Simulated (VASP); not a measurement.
Computed with PBE GGA, VASP's PBE PAW potentials (set 64) (plane waves; VASP).

Input for VASP

### KPOINTS
```
Automatic mesh
0
Gamma
1 1 1
0 0 0
```

INCAR:
```
# general
SYSTEM =In32P31
PREC   =Normal
ENCUT  =400   # plane-wave cut-off (eV)
LREAL  =Auto   # projection in real space or not
LASPH  =.True.
ISYM   =0
NELECT =253.0

# electronic loop
EDIFF  =1E-5   # SCF stop (eV)
NELM   =100
NELMIN =4
ALGO   =Fast   # Davidson, then RMM-DIIS
LMAXMIX=4   # l cut-off of mixed one-centre charges

# smearing
ISMEAR =0
SIGMA  =0.05

# functional
GGA    =PE

# spin
ISPIN  =2   # spin-polarised
MAGMOM =63*0.0159
NUPDOWN=1

# ions
IBRION =2
NSW    =120   # most ionic steps
ISIF   =2   # forces and stress, cell fixed
EDIFFG =-0.03   # ionic stop

# output
LWAVE  =.False.
LCHARG =.False.
LORBIT =10
```

File POSCAR:
```
In32P31
1
   11.9995217336    -0.0000000000    -0.0000000000
   -0.0000000000    11.9995217336     0.0000000000
    0.0000000000     0.0000000000    11.9995217336
In P
32 31
Direct
  0.4982568038   0.0008462487   0.0018664582
  0.7505588511   0.2499296207   0.9989729879
  0.7483566175   0.9993178417   0.2498128605
  0.0009623687   0.0003418724   0.9988949177
  0.2509280825   0.2510647900   0.0008705635
  0.4991509999   0.5019569073   0.9996676929
  0.7495704471   0.7498711923   0.0017225117
  0.2514247719   0.0015996498   0.2485790112
  0.5070348901   0.2572193327   0.2538511694
  0.7421622572   0.4893871018   0.2546634140
  0.4993533267   0.9994812537   0.4977761422
  0.7569904031   0.2434012393   0.5077598507
  0.7515584254   0.9997591997   0.7485920840
  0.9988814636   0.5011069393   0.0016224440
  0.2486390452   0.7504830135   0.9998664083
  0.0013446407   0.2516603500   0.2496180739
  0.2513440542   0.5009072043   0.2509523043
  0.4997303173   0.7489757124   0.2505214132
  0.9996103497   0.0006133702   0.5021834937
  0.2503350100   0.2504299106   0.4994668708
  0.5075408372   0.4886655433   0.4948067689
  0.7493780159   0.7488950841   0.4993964976
  0.2500739753   0.0002369163   0.7511560079
  0.4997437989   0.2516962988   0.7514056763
  0.7480378084   0.5010037436   0.7512721399
  0.9983025028   0.7489472156   0.2490178222
  0.0000683109   0.5009084207   0.4976601368
  0.2507949586   0.7495933425   0.4986040751
  0.0003354913   0.2485608855   0.7486870475
  0.2497977641   0.5017089006   0.7482205308
  0.4987190591   0.7500175992   0.7479616787
  0.9993747978   0.7496719648   0.7504248867
  0.6258838728   0.1269270369   0.1258271959
  0.8745906369   0.3732534397   0.1249321000
  0.8747933859   0.1257260312   0.3733702421
  0.1254167621   0.1258367087   0.1245064899
  0.3767752617   0.3760306354   0.1264515147
  0.6250581035   0.6237297592   0.1267277010
  0.8751665560   0.8763444196   0.1245176448
  0.3776086887   0.1283505678   0.3738799675
  0.8713659681   0.6221314092   0.3731133789
  0.6229033532   0.1252188196   0.6247541501
  0.8744176525   0.3769994941   0.6249196125
  0.8756706905   0.1245741700   0.8734262966
  0.1252249909   0.6246443350   0.1257099553
  0.3746689148   0.8738233147   0.1254468412
  0.1258069074   0.3755398185   0.3749609993
  0.3777317819   0.6226465303   0.3768426696
  0.6251869538   0.8745607798   0.3747275524
  0.1264977024   0.1250038434   0.6243001680
  0.3742541549   0.3733563919   0.6257885647
  0.6248079582   0.6238993790   0.6240016110
  0.8750978345   0.8735177956   0.6240444571
  0.3750799541   0.1258279561   0.8761263513
  0.6244227814   0.3755793466   0.8761615402
  0.8744231677   0.6250979489   0.8763953052
  0.1241751638   0.8762340222   0.3742408158
  0.1241671203   0.6261943462   0.6238946628
  0.3738511095   0.8761999595   0.6241240479
  0.1239949718   0.3761632250   0.8746225910
  0.3737325612   0.6261466105   0.8741607126
  0.6243408703   0.8760913773   0.8746796426
  0.1243787230   0.8746348626   0.8742032776
```

POTCAR, in this order: In P (PBE.64 set). Program: vasp_gam.

Output of the run:

OSZICAR:
```
...
RMM:   5    -0.248546923174E+03    0.61692E-05   -0.17832E-04   641   0.234E-02    0.119E-02
RMM:   6    -0.248546923424E+03   -0.24954E-06   -0.25756E-05   437   0.113E-02
  25 F= -.24854692E+03 E0= -.24854692E+03  d E =-.283036E-02  mag=     1.0000
       N       E                     dE             d eps       ncg     rms          rms(c)
DAV:   1    -0.248547984338E+03   -0.10612E-02   -0.87898E-02   656   0.519E-01    0.145E-01
RMM:   2    -0.248548364277E+03   -0.37994E-03   -0.51116E-03   640   0.153E-01    0.379E-02
RMM:   3    -0.248548484022E+03   -0.11975E-03   -0.12775E-03   702   0.737E-02    0.429E-02
RMM:   4    -0.248548482466E+03    0.15563E-05   -0.13781E-04   646   0.287E-02    0.303E-02
RMM:   5    -0.248548481112E+03    0.13542E-05   -0.10026E-04   640   0.184E-02    0.100E-02
RMM:   6    -0.248548481115E+03   -0.36362E-08   -0.14884E-05   389   0.876E-03
  26 F= -.24854848E+03 E0= -.24854848E+03  d E =-.155769E-02  mag=     1.0000
       N       E                     dE             d eps       ncg     rms          rms(c)
DAV:   1    -0.248548586051E+03   -0.10494E-03   -0.10753E-01   656   0.575E-01    0.162E-01
RMM:   2    -0.248549057746E+03   -0.47169E-03   -0.62801E-03   640   0.169E-01    0.418E-02
RMM:   3    -0.248549205861E+03   -0.14812E-03   -0.15683E-03   703   0.818E-02    0.473E-02
RMM:   4    -0.248549203814E+03    0.20473E-05   -0.16764E-04   646   0.317E-02    0.334E-02
RMM:   5    -0.248549202282E+03    0.15323E-05   -0.12378E-04   642   0.204E-02    0.110E-02
RMM:   6    -0.248549202263E+03    0.18879E-07   -0.18266E-05   394   0.971E-03
  27 F= -.24854920E+03 E0= -.24854920E+03  d E =-.227884E-02  mag=     1.0000
       N       E                     dE             d eps       ncg     rms          rms(c)
DAV:   1    -0.248550228868E+03   -0.10266E-02   -0.84389E-02   680   0.508E-01    0.158E-01
RMM:   2    -0.248550667808E+03   -0.43894E-03   -0.54860E-03   640   0.156E-01    0.360E-02
RMM:   3    -0.248550782245E+03   -0.11444E-03   -0.12082E-03   679   0.745E-02    0.390E-02
RMM:   4    -0.248550784764E+03   -0.25184E-05   -0.16344E-04   666   0.309E-02    0.273E-02
RMM:   5    -0.248550782401E+03    0.23629E-05   -0.76717E-05   633   0.174E-02
  28 F= -.24855078E+03 E0= -.24855078E+03  d E =-.158014E-02  mag=     1.0000
       N       E                     dE             d eps       ncg     rms          rms(c)
DAV:   1    -0.248550784172E+03    0.59145E-06   -0.53724E-02   696   0.406E-01    0.129E-01
RMM:   2    -0.248551064155E+03   -0.27998E-03   -0.35624E-03   640   0.125E-01    0.296E-02
RMM:   3    -0.248551143575E+03   -0.79420E-04   -0.82181E-04   684   0.607E-02    0.316E-02
RMM:   4    -0.248551145691E+03   -0.21158E-05   -0.10777E-04   638   0.251E-02    0.222E-02
RMM:   5    -0.248551144664E+03    0.10265E-05   -0.53854E-05   576   0.145E-02
  29 F= -.24855114E+03 E0= -.24855114E+03  d E =-.194240E-02  mag=     1.0000
       N       E                     dE             d eps       ncg     rms          rms(c)
DAV:   1    -0.248551813578E+03   -0.66789E-03   -0.51983E-02   640   0.396E-01    0.103E-01
RMM:   2    -0.248552037986E+03   -0.22441E-03   -0.28433E-03   640   0.115E-01    0.279E-02
RMM:   3    -0.248552104271E+03   -0.66285E-04   -0.69261E-04   699   0.556E-02    0.316E-02
RMM:   4    -0.248552104612E+03   -0.34067E-06   -0.79336E-05   592   0.218E-02
  30 F= -.24855210E+03 E0= -.24855210E+03  d E =-.959948E-03  mag=     1.0000
       N       E                     dE             d eps       ncg     rms          rms(c)
DAV:   1    -0.248552344190E+03   -0.23992E-03   -0.34741E-02   704   0.323E-01    0.850E-02
RMM:   2    -0.248552483356E+03   -0.13917E-03   -0.18345E-03   640   0.926E-02    0.252E-02
RMM:   3    -0.248552528217E+03   -0.44861E-04   -0.47533E-04   704   0.456E-02    0.267E-02
RMM:   4    -0.248552529674E+03   -0.14564E-05   -0.54060E-05   548   0.177E-02
  31 F= -.24855253E+03 E0= -.24855253E+03  d E =-.138501E-02  mag=     1.0000
       N       E                     dE             d eps       ncg     rms          rms(c)
DAV:   1    -0.248551546558E+03    0.98166E-03   -0.14100E-01   640   0.652E-01    0.169E-01
RMM:   2    -0.248552135191E+03   -0.58863E-03   -0.74985E-03   640   0.187E-01    0.477E-02
RMM:   3    -0.248552307576E+03   -0.17239E-03   -0.18259E-03   698   0.906E-02    0.522E-02
RMM:   4    -0.248552309913E+03   -0.23370E-05   -0.21185E-04   649   0.355E-02    0.368E-02
RMM:   5    -0.248552308412E+03    0.15011E-05   -0.12382E-04   641   0.215E-02    0.112E-02
RMM:   6    -0.248552309889E+03   -0.14770E-05   -0.21451E-05   404   0.104E-02
  32 F= -.24855231E+03 E0= -.24855231E+03  d E =-.116522E-02  mag=     1.0000
       N       E                     dE             d eps       ncg     rms          rms(c)
DAV:   1    -0.248552356339E+03   -0.47927E-04   -0.56406E-02   640   0.412E-01    0.103E-01
RMM:   2    -0.248552591687E+03   -0.23535E-03   -0.28936E-03   640   0.117E-01    0.280E-02
RMM:   3    -0.248552650268E+03   -0.58581E-04   -0.63707E-04   679   0.552E-02    0.304E-02
RMM:   4    -0.248552651648E+03   -0.13794E-05   -0.85673E-05   615   0.226E-02
  33 F= -.24855265E+03 E0= -.24855265E+03  d E =-.150698E-02  mag=     1.0000
       N       E                     dE             d eps       ncg     rms          rms(c)
DAV:   1    -0.248553431755E+03   -0.78149E-03   -0.67783E-02   656   0.456E-01    0.147E-01
RMM:   2    -0.248553799159E+03   -0.36740E-03   -0.45015E-03   640   0.140E-01    0.347E-02
RMM:   3    -0.248553884187E+03   -0.85028E-04   -0.94279E-04   694   0.653E-02    0.328E-02
RMM:   4    -0.248553880018E+03    0.41692E-05   -0.11028E-04   635   0.261E-02    0.200E-02
RMM:   5    -0.248553878753E+03    0.12647E-05   -0.57192E-05   591   0.151E-02
  34 F= -.24855388E+03 E0= -.24855388E+03  d E =-.122711E-02  mag=     1.0000
       N       E                     dE             d eps       ncg     rms          rms(c)
DAV:   1    -0.248553917061E+03   -0.37044E-04   -0.58305E-03   736   0.134E-01    0.449E-02
RMM:   2    -0.248553948878E+03   -0.31817E-04   -0.41992E-04   640   0.423E-02    0.113E-02
RMM:   3    -0.248553958529E+03   -0.96508E-05   -0.10093E-04   656   0.208E-02    0.105E-02
RMM:   4    -0.248553958581E+03   -0.52336E-07   -0.12074E-05   389   0.849E-03
  35 F= -.24855396E+03 E0= -.24855396E+03  d E =-.130693E-02  mag=     1.0000
       N       E                     dE             d eps       ncg     rms          rms(c)
DAV:   1    -0.248554514758E+03   -0.55623E-03   -0.20244E-02   672   0.250E-01    0.812E-02
RMM:   2    -0.248554614274E+03   -0.99516E-04   -0.13511E-03   640   0.759E-02    0.207E-02
RMM:   3    -0.248554640748E+03   -0.26474E-04   -0.30236E-04   693   0.359E-02    0.186E-02
RMM:   4    -0.248554640323E+03    0.42496E-06   -0.37064E-05   476   0.146E-02
  36 F= -.24855464E+03 E0= -.24855464E+03  d E =-.681742E-03  mag=     1.0000
       N       E                     dE             d eps       ncg     rms          rms(c)
DAV:   1    -0.248554737419E+03   -0.96671E-04   -0.85832E-03   736   0.162E-01    0.539E-02
RMM:   2    -0.248554774342E+03   -0.36923E-04   -0.56523E-04   640   0.491E-02    0.148E-02
RMM:   3    -0.248554786933E+03   -0.12591E-04   -0.14276E-04   692   0.240E-02    0.128E-02
RMM:   4    -0.248554787037E+03   -0.10429E-06   -0.16603E-05   395   0.962E-03
  37 F= -.24855479E+03 E0= -.24855479E+03  d E =-.828456E-03  mag=     1.0000
       N       E                     dE             d eps       ncg     rms          rms(c)
DAV:   1    -0.248555276265E+03   -0.48933E-03   -0.17670E-02   640   0.233E-01    0.683E-02
RMM:   2    -0.248555353916E+03   -0.77650E-04   -0.10708E-03   640   0.684E-02    0.185E-02
RMM:   3    -0.248555377651E+03   -0.23735E-04   -0.25995E-04   706   0.328E-02    0.184E-02
RMM:   4    -0.248555377179E+03    0.47193E-06   -0.28053E-05   437   0.127E-02
  38 F= -.24855538E+03 E0= -.24855538E+03  d E =-.590142E-03  mag=     1.0000
```

### OUTCAR
```
------------------------ aborting loop because EDIFF is reached ----------------------------------------
  FORCE on cell =-STRESS in cart. coord.  units (eV):
  Direction    XX          YY          ZZ          XY          YZ          ZX
  --------------------------------------------------------------------------------------
  Total       22.3949649     22.3999853     26.7115006     -1.1011103      0.1619403     -0.1888122
  in kB       20.7667798     20.7714352     24.7694897     -1.0210560      0.1501668     -0.1750850
  external PRESSURE =      22.1025682 kB  Pullay stress =       0.0000000 kB
  volume of cell :     1727.79
      direct lattice vectors                 reciprocal lattice vectors
    11.999521734  0.000000000  0.000000000     0.083336655  0.000000000  0.000000000
     0.000000000 11.999521734  0.000000000     0.000000000  0.083336655  0.000000000
     0.000000000  0.000000000 11.999521734     0.000000000  0.000000000  0.083336655
  FREE ENERGIE OF THE ION-ELECTRON SYSTEM (eV)
  ---------------------------------------------------
  free  energy   TOTEN  =      -248.5553771788 eV

  energy  without entropy=     -248.5553753873  energy(sigma->0) =     -248.55537628

 total charge

# of ion       s       p       d       tot
------------------------------------------
    1        1.183   1.358   0.215   2.756
    2        1.196   1.375   0.217   2.788
    3        1.197   1.364   0.215   2.776
    4        1.193   1.360   0.214   2.768
    5        1.183   1.356   0.214   2.753
    6        1.198   1.375   0.217   2.789
    7        1.183   1.357   0.214   2.754
    8        1.184   1.320   0.206   2.709
    9        1.225   1.116   0.147   2.489
   10        1.225   1.119   0.148   2.492
   11        1.198   1.358   0.213   2.769
   12        1.225   1.184   0.162   2.571
   13        1.183   1.354   0.213   2.749
   14        1.183   1.358   0.215   2.755
   15        1.192   1.358   0.214   2.764
   16        1.197   1.364   0.215   2.776
   17        1.196   1.364   0.215   2.775
   18        1.196   1.364   0.215   2.775
   19        1.186   1.338   0.209   2.733
   20        1.194   1.362   0.215   2.771
   21        1.250   1.104   0.143   2.498
   22        1.194   1.363   0.215   2.771
   23        1.193   1.360   0.215   2.768
   24        1.198   1.375   0.218   2.791
   25        1.198   1.374   0.217   2.789
   26        1.184   1.321   0.206   2.710
   27        1.198   1.357   0.213   2.768
   28        1.185   1.334   0.209   2.728
   29        1.183   1.354   0.213   2.750
   30        1.183   1.356   0.215   2.754
   31        1.183   1.357   0.215   2.754
   32        1.193   1.361   0.215   2.768
   33        1.045   1.467   0.000   2.512
   34        1.045   1.467   0.000   2.511
   35        1.051   1.453   0.000   2.504
   36        1.045   1.472   0.000   2.517
   37        1.046   1.465   0.000   2.511
   38        1.046   1.466   0.000   2.511
   39        1.045   1.472   0.000   2.517
   40        1.050   1.444   0.000   2.494
   41        1.050   1.444   0.000   2.494
   42        1.048   1.465   0.000   2.513
   43        1.048   1.465   0.000   2.513
   44        1.044   1.473   0.000   2.518
   45        1.043   1.472   0.000   2.516
   46        1.044   1.472   0.000   2.515
   47        1.054   1.469   0.000   2.523
   48        1.051   1.449   0.000   2.500
   49        1.054   1.469   0.000   2.523
   50        1.044   1.471   0.000   2.515
   51        1.046   1.465   0.000   2.512
   52        1.046   1.465   0.000   2.512
   53        1.044   1.471   0.000   2.515
   54        1.045   1.474   0.000   2.519
   55        1.054   1.469   0.000   2.523
   56        1.045   1.474   0.000   2.519
   57        1.047   1.447   0.000   2.494
   58        1.045   1.471   0.000   2.515
   59        1.045   1.471   0.000   2.516
   60        1.045   1.460   0.000   2.505
   61        1.044   1.474   0.000   2.518
   62        1.045   1.460   0.000   2.505
   63        1.051   1.471   0.000   2.522
--------------------------------------------------
tot         70.709  87.948   6.589 165.246

 magnetization (x)

# of ion       s       p       d       tot
------------------------------------------
    1       -0.000   0.006   0.002   0.007
    2        0.000  -0.001   0.000  -0.001
    3       -0.001   0.000   0.001   0.001
    4        0.001   0.000   0.000   0.002
    5       -0.000   0.005   0.001   0.006
    6        0.001  -0.001   0.000   0.000
    7       -0.000   0.005   0.001   0.006
    8        0.002  -0.000   0.000   0.002
    9        0.035   0.030   0.005   0.070
   10        0.034   0.030   0.005   0.069
   11        0.001  -0.000   0.001   0.002
   12        0.017   0.033   0.003   0.053
   13       -0.000   0.002   0.002   0.004
   14       -0.000   0.006   0.002   0.007
   15        0.000   0.000   0.000   0.001
   16       -0.001   0.000   0.001   0.001
   17       -0.001   0.001   0.001   0.001
   18       -0.001   0.001   0.001   0.001
...
```
(Selected blocks of OUTCAR.)

**CONTCAR**
```
In32P31
   1.00000000000000
    11.9995217336000000    0.0000000000000000    0.0000000000000000
     0.0000000000000000   11.9995217336000000    0.0000000000000000
     0.0000000000000000    0.0000000000000000   11.9995217336000000
  In              P
    32    31
Direct
     0.4987950495885168    0.0000548096246246    0.0021432493404426
     0.7519166164759097    0.2480823414273151    0.9977159866570343
     0.7486300049561290    0.0004077668094797    0.2516843807206232
     0.0004779686518558    0.9994828835804309    0.0004462267327048
     0.2497836079756874    0.2492655988575843    0.0018248237838397
     0.4979337114502876    0.5020163308634659    0.9979852042073587
     0.7507415414352760    0.7501004473532606    0.0021145335937483
     0.2540650909565468    0.0041121519783257    0.2499419771655586
     0.5192217647211417    0.2691415015541490    0.2489853904561115
     0.7307242981259859    0.4812461841236936    0.2486778035864337
     0.4990763495432358    0.0024348796949573    0.4966441283557635
     0.7487223517188238    0.2513493992174257    0.5105447049687748
     0.7512344647643324    0.9983139506360537    0.7483709032381682
     0.0000235658092087    0.5009565198482527    0.0023153415807879
     0.2487115234501686    0.7509652136329282    0.9998287828756580
     0.9997444250833315    0.2513484929417105    0.2517786376567010
     0.2522926096685235    0.5006908051150132    0.2523955392632499
     0.4991384719623597    0.7479639266432788    0.2524191796602024
     0.9991221832448076    0.0008945829293348    0.4992741549729822
     0.2532660456949555    0.2503314548414934    0.4975415777791785
     0.5150240095299272    0.4851380667523392    0.4995938504510057
     0.7492562105949613    0.7468424026289598    0.4971800093066243
     0.2493973790793117    0.0000101790451583    0.7495331467669687
     0.4980238796605830    0.2512118919943074    0.7542218958954733
     0.7490959330913751    0.5022681014366964    0.7543453325366105
     0.9960771154257796    0.7461365735552181    0.2498189178404630
     0.9971532601477946    0.5004216001109288    0.4957621786379317
     0.2521933347351257    0.7476710128620825    0.4989651955764371
     0.0016463453827442    0.2487057962220488    0.7483979694284345
     0.2489184379289825    0.5019601520204403    0.7473972094443664
     0.4981861406270366    0.7509256281028110    0.7478577474621652
     0.9997339000767522    0.7503915124161733    0.7491594862311203
     0.6270557022063336    0.1252949388331837    0.1241549717502054
     0.8745738594644106    0.3728850762003341    0.1244006462276608
     0.8703692371220415    0.1296805120648368    0.3777059231003023
     0.1239753182256774    0.1253177345887646    0.1266489234515760
     0.3752993525849379    0.3769349758900007    0.1243971113629914
     0.6227886233058059    0.6248391149549636    0.1244071467324672
     0.8746599731522510    0.8760530538589218    0.1267877084127626
     0.3848549545282647    0.1353559238867925    0.3683881979765126
     0.8644248906047485    0.6154214043382878    0.3681512837653135
     0.6211114439896642    0.1245239279826532    0.6281585537011141
     0.8755142154080000    0.3789297324254572    0.6281017627740312
     0.8767421627321335    0.1232134551946978    0.8722583522465087
     0.1261009453036346    0.6247650962105108    0.1268770552153750
     0.3750544540413847    0.8738666985691215    0.1266637201700891
     0.1257914140270880    0.3754344705074502    0.3753712373945383
     0.3820970967245674    0.6179649512509847    0.3804762735504215
     0.6242364675488594    0.8747167502644826    0.3754276586674919
     0.1267042250430405    0.1253359649368967    0.6220803093096858
     0.3749774254528615    0.3737587086607707    0.6264693610098896
     0.6263704154998367    0.6251041984230247    0.6265455631348328
     0.8744871669325356    0.8732477504561931    0.6218229997218997
     0.3735674444758541    0.1237458346253682    0.8770510477841602
     0.6249544363387644    0.3751907556110997    0.8767685020831519
     0.8764744986921187    0.6265826434842338    0.8773359902289318
     0.1254563516766421    0.8746664434901544    0.3733622677000112
     0.1226671008948318    0.6251394493466017    0.6219237124662497
     0.3746182027566851    0.8768271861690609    0.6225477074047994
     0.1251492433910938    0.3757762798010792    0.8752234420057573
     0.3727721918199796    0.6269608128539834    0.8725623823274326
     0.6243737264030841    0.8748761609390902    0.8754400721726292
     0.1243048678954239    0.8752908352610516    0.8743566500783174
```

The cell is charged, with a uniform compensating background. The supercell is sampled at Γ alone, which is coarse: total energies, pressure and levels can be off, energies of defects by several tenths of an eV.

The cell is a supercell with a defect, built from InP (zinc blende): vac_P, charge -2.
